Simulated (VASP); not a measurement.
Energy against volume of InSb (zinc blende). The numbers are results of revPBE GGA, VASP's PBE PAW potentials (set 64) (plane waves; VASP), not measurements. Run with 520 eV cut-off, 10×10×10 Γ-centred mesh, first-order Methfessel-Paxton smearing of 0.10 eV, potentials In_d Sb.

```csv
V (Å³/atom),E (eV/atom)
36.380,-3.19196
37.505,-3.19561
38.630,-3.19218
39.756,-3.18283
```

Task: Fit these four points and predict the energy of the run at 35.255 Å³/atom.

Result: A cubic in V^(−2/3), the third-order Birch-Murnaghan form, passes through the four points with V0 = 37.49 Å³/atom and B0 = 34 GPa, and gives -3.1798 eV/atom there. The run gave -3.1798 eV/atom, -0.0 meV/atom from the fit; all five points give B0 = 34 GPa.

The compound is InSb in the zinc blende structure. It was relaxed first, which changed the volume by +10 %.
